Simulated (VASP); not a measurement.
# LiNbO3: structure and properties in VASP, part 5 of 5

Aim: relax LiNbO3 with LDA, compute its properties on that cell and hold them against experiment. The start is a cell from a database of measured crystal structures.

VASP 6.6.1, plane waves and PAW; the level of theory is named at each step.

Still holding for the runs below: Spin-orbit coupling is off here; it would split degenerate levels.

So far, least gap on mesh and path (eV): step 5 (bands along the symmetry lines (LDA)) 3.45; step 8 (band structure (LDA + SOC)) 3.41.

**9. Bands along the symmetry lines (TB-mBJ)**

This step: TB-mBJ; plane waves and PAW (Li_sv, Nb_sv, O) (VASP 6.6.1).

Levels along the symmetry lines show where the bands peak and cross; KPOINTS_OPT computes them in the converged potential. TB-mBJ is a local potential fitted to gaps: it costs far less than a hybrid but gives no energy.

File INCAR:

```
SYSTEM = LiNbO3
PREC = Accurate
ENCUT = 650
EDIFF = 1E-06
NELM = 150
ISMEAR = 0
SIGMA = 0.05
LREAL = .FALSE.
ALGO = Normal
METAGGA = MBJ
LASPH = .TRUE.
NBANDS = 58
LORBIT = 11
LWAVE = .FALSE.
LCHARG = .FALSE.
KPAR = 8
```

File POSCAR:

```
LiNbO3
1.0
    2.5318544503      1.4617668484      4.5584486399
   -2.5318544503      1.4617668484      4.5584486399
    0.0000000000     -2.9235336969      4.5584486399
Li Nb O
2 2 6
Direct
    0.2817193126      0.2817193126      0.2817193126
    0.7817193126      0.7817193126      0.7817193126
    0.9982165085      0.9982165085      0.9982165085
    0.4982165085      0.4982165085      0.4982165085
    0.1062264688      0.3673936902      0.7182590200
    0.7182590200      0.1062264688      0.3673936902
    0.3673936902      0.7182590200      0.1062264688
    0.2182590200      0.8673936902      0.6062264688
    0.8673936902      0.6062264688      0.2182590200
    0.6062264688      0.2182590200      0.8673936902
```

File KPOINTS:

```
Automatic mesh
0
Gamma
6 6 6
0 0 0
```

File KPOINTS_OPT:

```
Line mode
12
Line-mode
Reciprocal
  0.00000000   0.00000000   0.00000000 GAMMA
  0.50000000   0.00000000   0.00000000 L

  0.50000000   0.00000000   0.00000000 L
  0.50000000   0.23522035  -0.23522035 B1

  0.76477965   0.50000000   0.23522035 B
  0.50000000   0.50000000   0.50000000 Z

  0.50000000   0.50000000   0.50000000 Z
  0.00000000   0.00000000   0.00000000 GAMMA

  0.00000000   0.00000000   0.00000000 GAMMA
  0.36761018   0.00000000  -0.36761018 X

  0.63238982   0.36761018   0.00000000 Q
  0.50000000   0.50000000   0.00000000 F

  0.50000000   0.50000000   0.00000000 F
  0.63238982   0.63238982   0.23522035 P1

  0.63238982   0.63238982   0.23522035 P1
  0.50000000   0.50000000   0.50000000 Z

  0.50000000   0.00000000   0.00000000 L
  0.76477965   0.36761018   0.36761018 P
```

PAW data sets: Li_sv, Nb_sv and O (LDA family, release 64).

Launch:

```console
$ mpirun -np 8 vasp_std
```

Output:

```text
[banner, memory and clock lines left out]
running    8 mpi-ranks, on    1 nodes
 distrk:  each k-point on    1 cores,    8 groups
 distr:  one band on    1 cores,    1 groups

 POSCAR found type information on POSCAR LiNbO
 POSCAR found :  3 types and      10 ions
 [... a notice as in an earlier step ...]

|                                                                             |
|               ----> ADVICE to this user running VASP <----                  |
|                                                                             |
|     You enforced a specific xc type in the INCAR file but a different       |
|     [... a line on the potential file left out ...]
|     I HOPE YOU KNOW WHAT YOU ARE DOING!                                     |
|                                                                             |

 LDA part: xc-table for (None), standard interpolation
 POSCAR, INCAR and KPOINTS ok, starting setup
 FFT: planning ... GRIDC
 FFT: planning ... GRID_SOFT
 FFT: planning ... GRID
 WAVECAR not read
 entering main loop
       N       E                     dE             d eps       ncg     rms          rms(c)
DAV:   1     0.726606560518E+03    0.72661E+03   -0.38885E+04  3712   0.146E+03
DAV:   2    -0.977321352726E+02   -0.82434E+03   -0.76891E+03  3776   0.461E+02
DAV:   3    -0.173695546134E+03   -0.75963E+02   -0.74207E+02  6016   0.141E+02
DAV:   4    -0.180668126199E+03   -0.69726E+01   -0.68812E+01  6624   0.336E+01
DAV:   5    -0.181059171508E+03   -0.39105E+00   -0.39060E+00  5464   0.730E+00    0.261E+01
DAV:   6    -0.173817810497E+03    0.72414E+01   -0.85733E+01  4808   0.543E+01    0.142E+01
DAV:   7    -0.179496523489E+03   -0.56787E+01   -0.23977E+01  4846   0.294E+01    0.120E+01
DAV:   8    -0.170245749184E+03    0.92508E+01   -0.10261E+01  5232   0.243E+01    0.607E+00
DAV:   9    -0.171879819485E+03   -0.16341E+01   -0.54347E+00  5336   0.190E+01    0.653E+00
DAV:  10    -0.166568620365E+03    0.53112E+01   -0.22437E+00  5756   0.118E+01    0.144E+00
DAV:  11    -0.165062768104E+03    0.15059E+01   -0.15517E+00  4164   0.822E+00    0.308E+00
DAV:  12    -0.164067031403E+03    0.99574E+00   -0.45570E-01  5624   0.568E+00    0.536E-01
DAV:  13    -0.163990713386E+03    0.76318E-01   -0.20579E-01  4726   0.326E+00    0.185E+00
DAV:  14    -0.163453813399E+03    0.53690E+00   -0.91887E-02  5488   0.272E+00    0.557E-01
DAV:  15    -0.162989103137E+03    0.46471E+00   -0.87958E-02  4436   0.149E+00    0.635E-01
DAV:  16    -0.162472391237E+03    0.51671E+00   -0.36792E-02  6448   0.149E+00    0.557E-01
DAV:  17    -0.161669069637E+03    0.80332E+00   -0.10148E-01  4830   0.172E+00    0.108E+00
DAV:  18    -0.161303033606E+03    0.36604E+00   -0.17876E-02  5064   0.727E-01    0.994E-01
DAV:  19    -0.161365278873E+03   -0.62245E-01   -0.53914E-03  5544   0.525E-01    0.942E-01
DAV:  20    -0.161041325477E+03    0.32395E+00   -0.68200E-03  5174   0.563E-01    0.123E+00
DAV:  21    -0.161126219774E+03   -0.84894E-01   -0.72763E-03  5616   0.721E-01    0.852E-01
DAV:  22    -0.161216116963E+03   -0.89897E-01   -0.46120E-03  4496   0.338E-01    0.926E-01
DAV:  23    -0.161244578500E+03   -0.28462E-01   -0.93122E-04  5590   0.216E-01    0.813E-01
DAV:  24    -0.161344386329E+03   -0.99808E-01   -0.17883E-03  4652   0.227E-01    0.737E-01
DAV:  25    -0.161390054989E+03   -0.45669E-01   -0.64784E-04  6744   0.151E-01    0.685E-01
DAV:  26    -0.161562606089E+03   -0.17255E+00   -0.29899E-03  5326   0.367E-01    0.497E-01
DAV:  27    -0.161632784386E+03   -0.70178E-01   -0.24071E-03  5622   0.277E-01    0.425E-01
DAV:  28    -0.161692944336E+03   -0.60160E-01   -0.56751E-04  6664   0.133E-01    0.356E-01
DAV:  29    -0.161846553184E+03   -0.15361E+00   -0.43202E-03  5348   0.460E-01    0.130E-01
DAV:  30    -0.161826052423E+03    0.20501E-01   -0.15306E-03  5508   0.239E-01    0.240E-01
[...]
DAV:  63    -0.161986617287E+03   -0.12391E-04   -0.11157E-09  1946   0.245E-04    0.109E-04
DAV:  64    -0.161986598498E+03    0.18789E-04   -0.79034E-10  1966   0.245E-04    0.119E-04
DAV:  65    -0.161986585606E+03    0.12892E-04   -0.49792E-10  1936   0.165E-04    0.990E-05
DAV:  66    -0.161986607675E+03   -0.22069E-04   -0.34755E-10  1934   0.131E-04    0.950E-05
DAV:  67    -0.161986583822E+03    0.23853E-04   -0.26270E-10  1930   0.130E-04    0.110E-04
DAV:  68    -0.161986587317E+03   -0.34946E-05   -0.13852E-10  1928   0.962E-05    0.803E-05
DAV:  69    -0.161986581372E+03    0.59450E-05   -0.10624E-10  1924   0.816E-05    0.959E-05
DAV:  70    -0.161986582839E+03   -0.14675E-05   -0.84180E-11  1946   0.753E-05    0.599E-05
DAV:  71    -0.161986570122E+03    0.12717E-04   -0.93658E-11  1922   0.854E-05    0.906E-05
DAV:  72    -0.161986578058E+03   -0.79357E-05   -0.29954E-11  1922   0.819E-05    0.538E-05
DAV:  73    -0.161986576702E+03    0.13563E-05   -0.22612E-11  1922   0.418E-05    0.676E-05
DAV:  74    -0.161986576241E+03    0.46022E-06   -0.19349E-11  1922   0.405E-05
   1 F= -.16198658E+03 E0= -.16198658E+03  d E =-.205594E-12
 Start KPOINTS_OPT (optional k-point list driver)
k-point batch [1-32\108]
       N       E                     dE             ncg
DAV:   1     0.710277430797E+04   -0.43305E+05     3712
DAV:   2    -0.204378620627E+05   -0.27541E+05     3776
DAV:   3    -0.228053214172E+05   -0.23675E+04     5840
DAV:   4    -0.230644649349E+05   -0.25914E+03     6616
DAV:   5    -0.230866567003E+05   -0.22192E+02     5408
DAV:   6    -0.230869482793E+05   -0.29158E+00     6064
DAV:   7    -0.230869665683E+05   -0.18289E-01     5576
DAV:   8    -0.230869668278E+05   -0.25950E-03     5952
DAV:   9    -0.230869668361E+05   -0.83219E-05     3776
DAV:  10    -0.230869668365E+05   -0.41183E-06     3352
[...]
k-point batch [97-108\108]
       N       E                     dE             ncg
DAV:   1     0.410473808258E+05   -0.20844E+05     1392
DAV:   2     0.306436398781E+05   -0.10404E+05     1400
DAV:   3     0.297285954077E+05   -0.91504E+03     2160
DAV:   4     0.296290924240E+05   -0.99503E+02     2488
DAV:   5     0.296203812557E+05   -0.87112E+01     2040
DAV:   6     0.296202937155E+05   -0.87540E-01     2240
DAV:   7     0.296202899005E+05   -0.38150E-02     2040
DAV:   8     0.296202897869E+05   -0.11360E-03     2284
DAV:   9     0.296202897836E+05   -0.33160E-05     1416
DAV:  10     0.296202897834E+05   -0.16813E-06     1264
```

The job ended after 13 min (8 MPI ranks of Intel Xeon Platinum 8259CL at 2.50GHz (Skylake/Cascade Lake), shared host; peak memory 5 GiB).

From OUTCAR (step 9):

```text
   NELECT =      68.0000    total number of electrons

 E-fermi :   5.0025

 k-point     1 :       0.0000    0.0000    0.0000
  band No.  band energies     occupation
    ...
     30       4.1495      2.00000
     31       4.2707      2.00000
     32       4.3217      2.00000
     33       4.7529      2.00000
     34       4.7529      2.00000
     35       9.0098      0.00000
     36       9.0098      0.00000
     37       9.4425      0.00000
     38      10.3993      0.00000
     39      10.3993      0.00000
    ...

  Total      -81.6722817    -81.6722817    -79.0998652      0.0000000      0.0000000      0.0000000
  in kB    -1292.7070308  -1292.7070309  -1251.9908806      0.0000000      0.0000000      0.0000000
  external PRESSURE =   -1279.1349808 kB  Pullay stress =       0.0000000 kB

 POSITION                                       TOTAL-FORCE (eV/Angst)
 -----------------------------------------------------------------------------------
      0.00000     -0.00000      3.85261         0.000000      0.000000     -0.123905
      0.00000     -0.00000     10.69028         0.000000      0.000000     -0.123905
      0.00000     -0.00000     13.65096         0.000000      0.000000     -0.628189
      0.00000     -0.00000      6.81328         0.000000      0.000000     -0.628189
     -0.66124     -1.40753      5.43312        -0.594458      0.429961      0.250698
      1.54958      0.13112      5.43312        -0.075128     -0.729797      0.250698
     -0.88834      1.27641      5.43312         0.669586      0.299835      0.250698
     -1.64351     -0.18535      7.71234        -0.669586      0.299835      0.250698
      0.66124      1.51600      7.71234         0.594458      0.429961      0.250698
      0.98228     -1.33065      7.71234         0.075128     -0.729797      0.250698
 -----------------------------------------------------------------------------------
    total drift:                                0.000000      0.000000     -1.825923

  FREE ENERGIE OF THE ION-ELECTRON SYSTEM (eV)
  ---------------------------------------------------
  free  energy   TOTEN  =      -161.9865762414 eV

  energy  without entropy=     -161.9865762414  energy(sigma->0) =     -161.98657624

[... 9 parts as in an earlier step ...]

[... 8 further parts left out ...]
```

This functional is a potential without an energy, so its energies, forces and stress mean nothing and are not read. The PAW data sets were made with LDA, a small mismatch for this functional.

Numbers from this step:

```
SCF cycles                        : 74
bands                             : 58
irreducible k-points              : 32
Fermi energy                      : 5.003 eV
least gap on mesh and path        : 4.210 eV
least direct gap on mesh and path : 4.257 eV
valence top at k                  : 0.1667, 0.1667, 0.1667
conduction bottom at k            : 0.5963, 0.4037, 0
```

Electronic bands along the path, in eV, zero at the valence-band top; v1 is the highest filled band, c1 the lowest empty one:

```tsv
point	v4	v3	v2	v1	c1	c2	c3	c4
Γ	-0.50	-0.45	-0.02	-0.02	4.24	4.24	4.67	5.63
0.45 of the way	-0.40	-0.35	-0.16	-0.06	4.30	4.39	4.79	5.68
L	-0.27	-0.27	-0.15	-0.15	4.63	4.63	5.42	5.42
0.45 of the way	-0.38	-0.38	-0.12	-0.12	4.52	4.52	5.43	5.43
B1	-0.55	-0.55	-0.21	-0.21	4.58	4.58	5.37	5.37
jump to B	-0.55	-0.55	-0.21	-0.21	4.58	4.58	5.37	5.37
0.45 of the way	-0.53	-0.53	-0.20	-0.20	4.94	4.94	5.42	5.42
Z	-0.25	-0.25	-0.25	-0.25	5.40	5.40	5.49	5.49
0.55 of the way	-0.54	-0.39	-0.01	-0.01	4.58	4.58	4.87	5.83
Γ	-0.50	-0.45	-0.02	-0.02	4.24	4.24	4.67	5.63
0.45 of the way	-0.43	-0.32	-0.23	-0.03	4.32	4.59	4.79	5.47
X	-0.61	-0.44	-0.35	-0.07	4.23	4.78	5.34	5.37
jump to Q	-0.61	-0.44	-0.35	-0.07	4.23	4.78	5.34	5.37
0.55 of the way	-0.64	-0.54	-0.41	-0.12	4.24	4.81	5.22	5.32
F	-0.66	-0.58	-0.45	-0.16	4.31	4.81	5.14	5.29
0.45 of the way	-0.66	-0.62	-0.48	-0.13	4.38	4.77	5.25	5.28
P1	-0.62	-0.58	-0.47	-0.08	4.60	4.74	5.25	5.46
0.45 of the way	-0.48	-0.42	-0.33	-0.12	4.94	5.10	5.32	5.51
Z	-0.25	-0.25	-0.25	-0.25	5.40	5.40	5.49	5.49
jump to L	-0.27	-0.27	-0.15	-0.15	4.63	4.63	5.42	5.42
0.45 of the way	-0.43	-0.33	-0.24	-0.10	4.53	4.76	5.26	5.55
P	-0.62	-0.58	-0.47	-0.08	4.60	4.74	5.25	5.46
```

Of the projections kept (Li, Nb, O), the largest for each band there; the rest of the weight can lie on other orbitals:

```tsv
point	v4	v3	v2	v1	c1	c2	c3	c4
Γ	O 0.93	O 0.91	O 0.99	O 0.99	Nb 0.91	Nb 0.91	Nb 0.85	Nb 0.83
L	O 0.97	O 0.97	O 0.97	O 0.97	Nb 0.87	Nb 0.87	Nb 0.79	Nb 0.79
B1	O 0.93	O 0.93	O 0.95	O 0.95	Nb 0.86	Nb 0.86	Nb 0.80	Nb 0.80
B	O 0.93	O 0.93	O 0.95	O 0.95	Nb 0.86	Nb 0.86	Nb 0.80	Nb 0.80
Z	O 0.97	O 0.97	O 0.97	O 0.97	Nb 0.83	Nb 0.83	Nb 0.81	Nb 0.81
Γ	O 0.93	O 0.91	O 0.99	O 0.99	Nb 0.91	Nb 0.91	Nb 0.85	Nb 0.83
```

The gap moves by +0.75 eV against LDA.

**10. Outcome**

| Item | Value |
| --- | --- |
| relaxed volume | 10.12 Å³/atom |
| relaxed conventional cell a, b, c | 5.064, 5.064, 13.675 Å; angles 90.0, 90.0, 120.0° |
| space group after relaxing, within 0.02 Å | R3c (No. 161) |
| band gap | 3.45 eV, indirect (least direct gap of that run 3.48 eV) |
| gap among the points of the DOS mesh alone, an upper bound | 3.46 eV |
| strongest peak of ε2, mean over directions | 5.09 eV |
| ε1 at zero frequency, no local fields, mean | 6.06 |
| band gap (LDA + SOC) | 3.41 eV, indirect (least direct gap of that run 3.45 eV) |
| band gap (TB-mBJ) | 4.21 eV, indirect (least direct gap of that run 4.26 eV) |

**Reading.** With LDA, LiNbO3 relaxes to 10.12 Å³/atom in space group R3c (held by the symmetry of the run) and has an indirect gap of 3.45 eV. Against the listed cell the volume lies -4.7 % (a -1.7 %, c -1.4 %). Bands along the symmetry lines (LDA): On this path the gap is indirect, 3.46 eV, with the valence top between Z and Γ and the conduction bottom between Q and F. The least direct gap is 3.48 eV. Band structure (LDA + SOC): On this path the gap is indirect, 3.41 eV, with the valence top between Z and Γ and the conduction bottom between Q and F. The least direct gap is 3.45 eV. Bands along the symmetry lines (TB-mBJ): On this path the gap is indirect, 4.21 eV, with the valence top between Z and Γ and the conduction bottom between Q and F. The least direct gap is 4.26 eV. The other levels ran on the cell relaxed with LDA, and without spin-orbit coupling unless named. Semilocal functionals usually underestimate gaps. No search among competing phases was made, and a listed structure need not be the one stable at ambient conditions. All values are for a static lattice at zero temperature.

Comparison with the measured values:

| quantity | measured | LDA |
| --- | --- | --- |
| lattice constant a (Å) | 5.14829 | 5.064 (-1.6 %) |
| lattice constant c (Å) | 13.8631 | 13.675 (-1.4 %) |

Measured values from pmc:5642313 (2017).

Verdict: The lattice constant a is off by -1.6 %: a clear miss. The lattice constant c is off by -1.4 %: fair agreement. The grades are ours: good and fair within 0.7 and 1.5 % for the lattice constant a and 0.8 and 2 % for the lattice constant c. Zero-point motion and thermal expansion are not in the computed lattice constants.

[Lines on the potential files, build, host, timing and source positions are cut from VASP's logs without a mark.]

[Logs are printed without paths, hosts, clocks, repeated set-up lines and the standing remarks that a program may print on its own settings, such as how far it seeks lower states.]

[Hosts, paths, dates, database ids (printed as entryN), source tags and the programs' standing remarks are cut or masked in the printed files.]

[A measured line is paired with the nearest computed mode of its activity, which favours agreement.]
